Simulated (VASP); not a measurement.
Input:

```yaml
crystal:
  lattice:
    - [0.00000, 3.71311, 3.71311]
    - [3.71311, 0.00000, 3.71311]
    - [3.71311, 3.71311, 0.00000]
  atoms:
    - { symbol: K, position: [0.00000, 0.00000, 0.00000] }
    - { symbol: I, position: [0.50000, 0.50000, 0.50000] }
```

Method: RPBE GGA, VASP's PBE PAW potentials (set 64) (plane waves; VASP). Numerical set-up: 520 eV cut-off, 7×7×7 Γ-centred mesh, tetrahedra with Blöchl corrections, potentials K_sv I.

Unless said otherwise, spin-orbit coupling is left out, though it shifts the bands of the heavy elements here.

Problem. Tabulate the total density of states (states/eV per cell) against energy (eV; zero at the valence-band maximum or, without a gap, the Fermi level).

Solution. 
```
E (eV) | DOS (states/eV)
    -9.96 |  0.00
    -9.72 |  0.00
    -9.48 |  0.00
    -9.24 |  0.00
    -9.12 |  0.00
    -8.88 |  0.00
    -8.64 |  0.00
    -8.40 |  0.00
    -8.16 |  0.00
    -7.92 |  0.00
    -7.80 |  0.00
    -7.56 |  0.00
    -7.32 |  0.00
    -7.08 |  0.00
    -6.84 |  0.00
    -6.60 |  0.00
    -6.48 |  0.00
    -6.24 |  0.00
    -6.00 |  0.00
    -5.76 |  0.00
    -5.52 |  0.00
    -5.28 |  0.00
    -5.16 |  0.00
    -4.92 |  0.00
    -4.68 |  0.00
    -4.44 |  0.00
    -4.20 |  0.00
    -3.96 |  0.00
    -3.84 |  0.00
    -3.60 |  0.00
    -3.36 |  0.00
    -3.12 |  0.00
    -2.88 |  0.00
    -2.64 |  0.00
    -2.52 |  0.00
    -2.28 |  0.00
    -2.04 |  0.00
    -1.80 |  0.00
    -1.56 |  0.00
    -1.32 |  0.00
    -1.20 |  0.00
    -0.96 | # 0.27
    -0.72 | ################# 8.95
    -0.48 | ####### 3.85
    -0.24 | ############################## 15.5
     0.00 | # 0.66
     0.12 |  0.00
     0.36 |  0.00
     0.60 |  0.00
     0.84 |  0.00
     1.08 |  0.00
     1.32 |  0.00
     1.44 |  0.00
     1.68 |  0.00
     1.92 |  0.00
     2.16 |  0.00
     2.40 |  0.00
     2.64 |  0.00
     2.76 |  0.00
     3.00 |  0.00
     3.24 |  0.00
     3.48 |  0.00
     3.72 |  0.00
     3.96 |  0.00
     4.08 |  0.02
     4.32 |  0.12
     4.56 |  0.19
     4.80 | # 0.27
     5.04 | # 0.39
     5.28 | # 0.61
     5.40 | ## 0.88
     5.64 | #### 2.07
     5.88 | ###### 3.06
     6.12 | ###### 3.12
     6.36 | #### 1.94
     6.60 | ##### 2.62
     6.72 | #### 2.05
     6.96 | ###### 3.19
     7.20 | ###### 3.25
     7.44 | ######## 4.04
```
Within 2 eV below the valence-band maximum the largest weight inside VASP's projection spheres is I p.

The compound is KI in the rock salt structure. It was relaxed first, which changed the volume by +16 %.
